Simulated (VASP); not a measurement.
Input for VASP

KPOINTS:
```
Automatic mesh
0
Gamma
7 7 2
0 0 0
```

INCAR:
```
# general
SYSTEM    =  MoSe2
PREC      =  Accurate
ENCUT     =  520
LREAL     =  .False.
LASPH     =  .True.

# electronic loop
EDIFF     =  1E-6
NELM      =  100
ALGO      =  Normal
LMAXMIX   =  4

# smearing
ISMEAR    =  0
SIGMA     =  0.05

# functional
GGA       =  CX
LUSE_VDW  =  .True.
AGGAC     =  0.0

# ions
IBRION    =  2
NSW       =  60
ISIF      =  3
EDIFFG    =  -0.02

# output
LWAVE     =  .False.
LCHARG    =  .False.
```

POSCAR:
```
MoSe2
1
    1.6356786006    -2.8330788555    -0.0000000000
    1.6356786006     2.8330788555    -0.0000000000
   -0.0000000000     0.0000000000    12.9449809172
Mo Se
2 4
Direct
  0.3333330000   0.6666670000   0.2500000000
  0.6666670000   0.3333330000   0.7500000000
  0.3333330000   0.6666670000   0.8788046314
  0.6666670000   0.3333330000   0.3788046314
  0.6666670000   0.3333330000   0.1211953686
  0.3333330000   0.6666670000   0.6211953686
```

POTCAR, in this order: Mo_sv Se (PBE.64 set). Program: vasp_std.

Question: Translate this vdW-DF-cx calculation to Quantum ESPRESSO's pw.x.

Answer: One equivalent input (not run):
```
&CONTROL
  calculation = 'vc-relax'
  pseudo_dir = './pseudo'
  outdir = './out'
  tprnfor = .true.
  tstress = .true.
  nstep = 60
  forc_conv_thr = 0.00078
/
&SYSTEM
  ibrav = 0
  nat = 6
  ntyp = 2
  ecutwfc = 86
  occupations = 'smearing'
  smearing = 'gaussian'
  degauss = 0.003675
  input_dft = 'vdw-df-cx'
/
&ELECTRONS
  conv_thr = 7.3e-08
  electron_maxstep = 100
/
&IONS
/
&CELL
/
ATOMIC_SPECIES
  Mo 95.950 Mo.upf
  Se 78.971 Se.upf
CELL_PARAMETERS angstrom
     1.6356786   -2.8330789   -0.0000000
     1.6356786    2.8330789   -0.0000000
    -0.0000000    0.0000000   12.9449809
ATOMIC_POSITIONS crystal
  Mo   0.3333330  0.6666670  0.2500000
  Mo   0.6666670  0.3333330  0.7500000
  Se   0.3333330  0.6666670  0.8788046
  Se   0.6666670  0.3333330  0.3788046
  Se   0.6666670  0.3333330  0.1211954
  Se   0.3333330  0.6666670  0.6211954
K_POINTS automatic
  7 7 2 0 0 0
```
Limits of the translation: the potentials are each code's own (VASP's PAW set, PseudoDojo norm-conserving files in pw.x), so ENCUT and ecutwfc are chosen apart and not converted; conv_thr bounds pw.x's estimated SCF error, while EDIFF bounds the energy change between steps; forc_conv_thr acts on force components and is met together with etot_conv_thr.

The compound is MoSe2 in the 2H layered structure. This run relaxes it. Symmetry was kept, so distortions that lower it aren't found. The start is the result of an earlier pass.
